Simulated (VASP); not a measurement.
**CH4: single point with RPBE+D3(BJ)**

Molecule: CH4, in a box.

```
CELL_PARAMETERS angstrom
12.22816 0.00000 0.00000
0.00000 12.72816 0.00000
0.00000 0.00000 13.22816
ATOMIC_POSITIONS crystal
C 0.50000 0.50393 0.50000
H 0.51757 0.42833 0.53635
H 0.56269 0.56134 0.52159
H 0.41944 0.53208 0.52443
H 0.50029 0.49396 0.41764
```

```
Program                : VASP 6.6.1
Task                   : single point
Functional             : RPBE
Dispersion             : D3(BJ)
Potentials or basis    : VASP PAW PBE potentials, release 64 (C, H)
Cutoff                 : 400 eV
k mesh                 : 1 × 1 × 1
Occupations            : gaussian, width 0.01 eV
Spin                   : no spin polarisation
Further INCAR settings : ALGO = Normal; EDIFF = 1e-06; ISYM = 0
```

```yaml
Largest_force: 0.039 eV/Å
Gap_between_the_frontier_levels: 8.83 eV
Dispersion_energy_per_atom: -0.035 eV
```

Forces on the atoms (eV/Å):
```
C    0.000  0.000  0.000
H    0.008 -0.034  0.017
H    0.027  0.026  0.010
H   -0.035  0.013  0.011
H    0.000 -0.005 -0.038
```

Levels at points of the mesh, in eV from the valence-band top:
```
           k point  band 2  band 3  band 4  band 5  band 6  band 7
(0.00, 0.00, 0.00)    0.00    0.00    0.00    8.83    9.76    9.91
```

It took 43 s on 1 thread of AMD EPYC 9R45 96-Core Processor (Zen 5), on a shared host, peak memory 0.97 GiB.

Caveat: the PAW data sets were made with another functional, which shifts forces and pressure a little. RPBE gaps usually lie below the measured ones, often by a third to a half.
